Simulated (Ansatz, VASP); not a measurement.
# In in two plane-wave programs

Wanted: the spread between two codes on one cell, functional and k mesh. The cell is taken from a series of runs on this material, whose earlier steps may have relaxed, scaled, displaced or heated it; both programs get it as it stands.

Program: Ansatz 0.2.0. Level of theory: plane waves, with VASP 6.6.1 beside it; elastic constants at PBEsol. Results are calculated unless marked as measured.

### Step 1. Set-up

It takes space group I4/mmm (No. 139, tetragonal). Conventional cell: a = 3.239 Å, b = 3.239 Å, c = 4.883 Å, α = 90.00°, β = 90.00°, γ = 90.00°. In has 12 In at 3.24 to 3.35 Å nearest.

### Step 2. Ansatz: elastic constants, PBEsol

Ansatz runs on its PAW soft_1 files.

Elastic constants are differences of stresses under small strains, so they test the stress and the mesh.

The input, input.yaml:

```yaml
crystal:
  lattice:
    - [-1.619341268, 1.619341268, 2.441350197]
    - [1.619341268, -1.619341268, 2.441350197]
    - [1.619341268, 1.619341268, -2.441350197]
  atoms:
    - { symbol: In, position: [0.0, 0.0, 0.0] }
kpoints:
  mp_grid: { grid: [22, 22, 22] }
hamiltonian:
  xc: pbesol
  pseudopotentials: { kind: paw, azcp: { folder: soft_1 }, xc_functional: pbe }
scf:
  occupations: { method: fermi_dirac, width: 0.15 }
output:
  forces: true
  stress: true
  eigenvalues: true
elastic:
  mode: relaxed_ion
  amplitude: 0.01
basis:
  ecutwfc: 320
```

Started as:

```bash
$ ansatz run input.yaml --threads 4 --pin off --max-ram 15360MiB --backend cpu --events-out ev --progress --plain --runs-dir out
```

Numbers of over 12 decimals in the logs are rounded to 6 here.

What it wrote:

```text
Warning: basis.ecutwfc = 320 eV is below the records' recommended 420 eV, and the density's cutoff is lower with it unless basis.ecutrho_ratio is high enough to keep the records' density cutoff: compare with a run at a higher cutoff
band count auto-derived: 12 (N_el = 13.0; filled up to band 7; 11 by the electrons, moments and atoms)
Engine: ansatz 0.2.0, aarch64-unknown-linux-gnu
Pseudopotentials: kind: paw
Pseudopotential: In, paw, valence charge 13, recommended cutoff 420 eV (normal), soft_1/In.paw.azcp
Functional definition: PBEsol
  exchange = pbesol_x
  correlation = pbesol_c
Crystal: 1 atoms, lattice volume = 25.607 Å³
Basis set: ecut = 320 eV, 331 PW (Γ), exchange–correlation on 40×40×40 points (8 copies of the dense FFT grid, shifted against one another)
Bands: 12, of which v1, the nominal top of the filled ones, is band 7 counted from 1 (6 counted from 0)
Symmetry: 16 space group operations
Space group: I4/mmm (ITA 139), of the structure as read, at distance tolerance 2.9e-5 Å
k-points: 834 of 10648
Non-local potential: In, projectors of the file, l = 0: 2, l = 1: 2, l = 2: 2, l = 3: 1
PAW form: soft (Blöchl's): semilocal exchange-correlation on the pseudo side does not see the compensation charge
PAW frozen core: In, regenerated for the run's functional, and the local potential with it (the file was generated under x = pbe(κ = 0.804, μ = 0.219515), c = pbe(β = 0.066725))
PAW one-centre angular grid: In, 590 points (default); XC on 64 Gauss nodes
Initial density: superposition of atomic densities (chi_scale 0.1, normalization cell)
Initial wavefunctions: pseudopotential atomic-orbital guess
Functional: x = pbesol(κ = 0.804, μ = 0.123457), c = pbesol(β = 0.046)
SCF iter   1: F=—  HF=-5525.517499 eV  |F-HF|=—  |Δ(HF+E_count)|=         —  Δρ=1.59e-2  dr2=9.14e-2  ethr=3.10e-3  ⟨swp⟩=5.1  Hψ=60063  notcnv=0
preconditioner: auto → none  [metal: Δε(μ)=0.018 eV  Ē_g=20.872 eV  σ=0.150 eV  W_gap=0.03  n_scr=8 (ndim 8)  ℏωp=26.5 eV  f_vac=0.000  D(μ)=0.44/eV (n_scr^D=0)  sad-step TF]
SCF iter   2: F=—  HF=-5525.484695 eV  |F-HF|=—  |Δ(HF+E_count)|=   3.28e-2  Δρ=9.50e-3  dr2=2.77e-2  ethr=7.03e-4  ⟨swp⟩=1.6  Hψ=17426  notcnv=0  defer=105
SCF iter   3: F=—  HF=-5525.478216 eV  |F-HF|=—  |Δ(HF+E_count)|=   6.48e-3  Δρ=1.81e-3  dr2=6.53e-4  ethr=2.13e-4  ⟨swp⟩=2.1  Hψ=15027  notcnv=0  defer=109
SCF iter   4: F=—  HF=-5525.478126 eV  |F-HF|=—  |Δ(HF+E_count)|=   8.96e-5  Δρ=6.00e-5  dr2=5.74e-7  ethr=5.03e-6  ⟨swp⟩=1.5  Hψ=13629  notcnv=0  defer=337
SCF iter   5: F=—  HF=-5525.478129 eV  |F-HF|=—  |Δ(HF+E_count)|=   2.59e-6  Δρ=1.15e-5  dr2=2.01e-8  ethr=4.41e-9  ⟨swp⟩=2.0  Hψ=15165  notcnv=0  defer=338
SCF iter   6: F=—  HF=-5525.478129 eV  |F-HF|=—  |Δ(HF+E_count)|=   5.83e-9  Δρ=1.44e-6  dr2=4.88e-10  ethr=1.55e-10  ⟨swp⟩=2.0  Hψ=15075  notcnv=0  defer=338
SCF iter   7: F=—  HF=-5525.478129 eV  |F-HF|=—  |Δ(HF+E_count)|=  2.22e-10  Δρ=1.77e-7  dr2=6.21e-12  ethr=3.75e-12  ⟨swp⟩=2.1  Hψ=14415  notcnv=0  defer=338
SCF iter   8: F=-5525.478129 eV  HF=-5525.478129 eV  |F-HF|=2.73e-12  |Δ(HF+E_count)|=  2.73e-12  Δρ=1.81e-8  dr2=6.77e-14  ethr=1.00e-12  ⟨swp⟩=5.3  Hψ=40642  notcnv=0
SCF 1 converged in 8 iterations: F = -5525.478129 eV  dr2 = 6.77e-14
  greatest PAW one-centre occupation: 0.982 electrons in one spin orbital (limit 2), on the In atom at site 0 (counted from 0), in its partial waves of l = 2
Crystal: 1 atoms, lattice volume = 25.095 Å³
Basis set: ecut = 320 eV, 323 PW (Γ), exchange–correlation on 40×40×40 points (8 copies of the dense FFT grid, shifted against one another)
Symmetry: 8 space group operations
k-points: 1530 of 10648
Initial density: handed on by an earlier stage of this run
Initial wavefunctions: those handed on with the density
iter 1 solved again at ethr=1.45e-6 eV; its pass at ethr=3.10e-3 eV (dr2=1.88e-4 eV) is discarded
SCF iter   1: F=—  HF=-5525.476055 eV  |F-HF|=—  |Δ(HF+E_count)|=         —  Δρ=7.33e-4  dr2=1.76e-4  ethr=1.45e-6  ⟨swp⟩=2.2  Hψ=153911  notcnv=0  defer=275
preconditioner: auto → none  [metal: Δε(μ)=0.005 eV  Ē_g=21.444 eV  σ=0.150 eV  W_gap=0.01  n_scr=8 (ndim 8)  ℏωp=26.7 eV  f_vac=0.000  D(μ)=0.43/eV (n_scr^D=0)]
[...]
SCF 14 converged in 6 iterations: F = -5525.477993 eV  dr2 = 7.37e-14
[...]
SCF 15 converged in 6 iterations: F = -5525.477993 eV  dr2 = 5.40e-15
SCF iter   1: F=—  HF=-5525.478090 eV  |F-HF|=—  |Δ(HF+E_count)|=         —  Δρ=1.96e-4  dr2=2.66e-7  ethr=1.00e-12  ⟨swp⟩=10.8  Hψ=166185  notcnv=0  defer=78
preconditioner: auto → none  [metal: Δε(μ)=0.004 eV  Ē_g=21.320 eV  σ=0.150 eV  W_gap=0.01  n_scr=8 (ndim 8)  ℏωp=26.5 eV  f_vac=0.000  D(μ)=0.44/eV (n_scr^D=0)]
SCF iter   2: F=—  HF=-5525.478094 eV  |F-HF|=—  |Δ(HF+E_count)|=   4.44e-6  Δρ=9.79e-5  dr2=6.64e-8  ethr=1.00e-12  ⟨swp⟩=2.2  Hψ=40292  notcnv=0  defer=78
SCF iter   3: F=—  HF=-5525.478095 eV  |F-HF|=—  |Δ(HF+E_count)|=   1.47e-6  Δρ=1.45e-7  dr2=6.05e-12  ethr=1.00e-12  ⟨swp⟩=2.4  Hψ=26831  notcnv=0  defer=78
SCF iter   4: F=—  HF=-5525.478095 eV  |F-HF|=—  |Δ(HF+E_count)|=    0.00e0  Δρ=6.25e-8  dr2=7.02e-13  ethr=1.00e-12  ⟨swp⟩=5.0  Hψ=57218  notcnv=0
[...]
Free energy (F): -5525.478129 eV
Harris-Foulkes:  -5525.478129 eV  (|F-HF|=2.73e-12)
Internal energy: -5525.445231 eV  (E = F + TS)
E sigma→0 (E₀):  -5525.461680 eV
Entropy (-TS):   -0.032898 eV (-32.898 meV/atom)
Fermi energy:    10.470491 eV
--- Per-component energies (eV) ---
  E_band       = -20.226202
  E_kinetic    = 217.388922
  E_local      = -999.796039  (includes V_loc(G=0)·N_el)
  E_nonlocal   = 327.784120
  E_hartree    = 398.989496
  E_xc         = -142.785814
  E_vxc        = -90.824371  (∫ρ·V_xc dr)
  E_paw        = -4135.050508  (= ΣΔE_a)
  E_vpaw       = -272.759019  (= ΣTr[D̂ρ^β])
  E_aug_tail   = 0.001182  (compensation charges beyond the density's cutoff)
  E_ewald      = -1192.212494
  E_core_change = 0.235903  (= ΣΔE_core)
  E_smearing   = -0.032898  (= −TS)
  E_closure    = 0.000000  (closes the sum)
  Σ components = -5525.478129   (vs F -5525.478129, Δ=0.00e0)
--- Forces (eV/Å), atoms counted from 1 ---
  atom   1  In    -0.00000000     0.00000000    -0.00000000
  max |Σ_I F_I| component: 4.93e-32 eV/Å
--- Stress (GPa, compression-positive) ---
        0.012274      -0.000000       0.000000
       -0.000000       0.012274       0.000000
        0.000000      -0.000000       0.015553
  P = ⅓ Tr σ = 0.0134 GPa (0.134 kbar)
--- Band table (eV; the first three rows and the last of 834) ---
  k-point 0: bands = [... 3 lower, -3.9803, -3.8862, 0.7559, 21.1801, 21.1801, 21.3465, 22.0710, 24.6029, ... 1 higher]
  k-point 1: bands = [... 3 lower, -3.9779, -3.8901, 0.8198, 20.7306, 20.8948, 20.9329, 21.7633, 25.1138, ... 1 higher]
  k-point 2: bands = [... 3 lower, -3.9727, -3.9002, 1.0120, 19.7972, 19.9686, 20.3322, 21.1419, 25.8124, ... 1 higher]
  k-point 833: bands = [... 3 lower, -3.7340, -3.7340, 7.6547, 7.7610, 15.1474, 15.1474, 18.6719, 18.6801, ... 1 higher]
--- Elastic constants: 4 strain directions × 4 members + reference (group order 16) ---
  dense FFT box of the reference and of every strained cell: 20×20×20
  strains applied: 11, 33, 23, 12; error gains: componentwise 1.00 (the most a stress slope's error grows in a printed constant), spectral 1.41 (1 for all six strains in a standard setting)
  C = ∂σ_k/∂η_j (tension-positive GPa; Voigt order 11 22 33 23 13 12):
        59.621     29.462     42.956      0.000      0.000      0.000
        29.462     59.621     42.956      0.000      0.000      0.000
        42.972     42.972     46.778      0.000      0.000      0.000
         0.000      0.000      0.000      8.357      0.000      0.000
         0.000      0.000      0.000      0.000      8.357      0.000
         0.000      0.000      0.000      0.000      0.000      4.204
  reference stress σ⁰ (GPa):     -0.012     -0.012     -0.016      0.000     -0.000      0.000
  C* (energy form; C + prestress term) asymmetry max|C*_kj − C*_jk| = 1.253e-2 GPa — a small one proves nothing (zero by symmetry where the batch's group is 432, −43m or m−3m); a large one is finite-difference/SCF noise where every solve meets its electron count
  moduli (Voigt/Reuss/Hill, GPa): K = 44.09/44.08/44.08   G = 7.56/4.55/6.05   E = 17.36   ν = 0.434
  mechanically stable: yes (min eigenvalue of sym C = 3.59 GPa)
  strain η (Voigt 11):  stress-route row diagonal C_11 = 59.62 GPa, energy-path curvature d²(F+E_count+ΔE)/dδ²/Ω₀ = 59.65 GPa
    cells at ±δ against ±2δ: C11 59.74 and 60.10 GPa, apart by 0.60 % of the column's largest entry
         δ    σ_11 (GPa)             F (eV)   n_scf  n_hpsi   n_pw
    -2.000e-2      -1.3522       -5525.4760100       7  356758    340   relax 0 steps, max|allowed force component| 0.00e0 eV/Å
    -1.000e-2      -0.6442       -5525.4775998       5  336417    344   relax 0 steps, max|allowed force component| 0.00e0 eV/Å
     1.000e-2       0.5506       -5525.4777030       5  360269    348   relax 0 steps, max|allowed force component| 0.00e0 eV/Å
     2.000e-2       1.0518       -5525.4764148       6  309424    352   relax 0 steps, max|allowed force component| 0.00e0 eV/Å
  strain η (Voigt 33):  stress-route row diagonal C_33 = 46.78 GPa, energy-path curvature d²(F+E_count+ΔE)/dδ²/Ω₀ = 46.82 GPa
    cells at ±δ against ±2δ: C33 46.94 and 47.43 GPa, apart by 1.05 % of the column's largest entry
         δ    σ_33 (GPa)             F (eV)   n_scf  n_hpsi   n_pw
    -2.000e-2      -1.0192       -5525.4765217       6  186071    342   relax 0 steps, max|allowed force component| 0.00e0 eV/Å
    -1.000e-2      -0.4994       -5525.4777170       5  191960    344   relax 0 steps, max|allowed force component| 0.00e0 eV/Å
     1.000e-2       0.4394       -5525.4777913       5  202652    347   relax 0 steps, max|allowed force component| 0.00e0 eV/Å
     2.000e-2       0.8781       -5525.4767569       6  167336    350   relax 0 steps, max|allowed force component| 0.00e0 eV/Å
  strain η (Voigt 23):  stress-route row diagonal C_44 = 8.36 GPa, energy-path curvature d²(F+E_count+ΔE)/dδ²/Ω₀ = 8.39 GPa
    cells at ±δ against ±2δ: C44 8.36 and 8.35 GPa, apart by 0.08 % of the column's largest entry
         δ    σ_23 (GPa)             F (eV)   n_scf  n_hpsi   n_pw
    -2.000e-2      -0.1670       -5525.4778646       7  663829    345   relax 0 steps, max|allowed force component| 0.00e0 eV/Å
    -1.000e-2      -0.0836       -5525.4780568       5  655286    344   relax 0 steps, max|allowed force component| 0.00e0 eV/Å
     1.000e-2       0.0836       -5525.4780568       5  652155    344   relax 0 steps, max|allowed force component| 0.00e0 eV/Å
     2.000e-2       0.1670       -5525.4778646       6  546651    345   relax 0 steps, max|allowed force component| 0.00e0 eV/Å
  strain η (Voigt 12):  stress-route row diagonal C_66 = 4.20 GPa, energy-path curvature d²(F+E_count+ΔE)/dδ²/Ω₀ = 4.29 GPa
    cells at ±δ against ±2δ: C66 4.09 and 3.77 GPa, apart by 7.80 % of the column's largest entry
         δ    σ_12 (GPa)             F (eV)   n_scf  n_hpsi   n_pw
    -2.000e-2      -0.0753       -5525.4779930       6  339681    346   relax 0 steps, max|allowed force component| 0.00e0 eV/Å
    -1.000e-2      -0.0409       -5525.4780954       5  369692    346   relax 0 steps, max|allowed force component| 0.00e0 eV/Å
     1.000e-2       0.0409       -5525.4780954       5  368004    346   relax 0 steps, max|allowed force component| 0.00e0 eV/Å
     2.000e-2       0.0753       -5525.4779930       6  306323    346   relax 0 steps, max|allowed force component| 0.00e0 eV/Å
[key lines of the parts left out:]
SCF converged after 8 iterations
```

(Continued in part 2 of 2.)

[Lines on the potential files, build, host, timing and source positions are cut from VASP's logs without a mark.]

[Logs are printed without paths, hosts, clocks, repeated set-up lines and the standing remarks that a program may print on its own settings, such as how far it seeks lower states.]

[Hosts, paths, dates, database ids (printed as entryN), source tags and the programs' standing remarks are cut or masked in the printed files.]
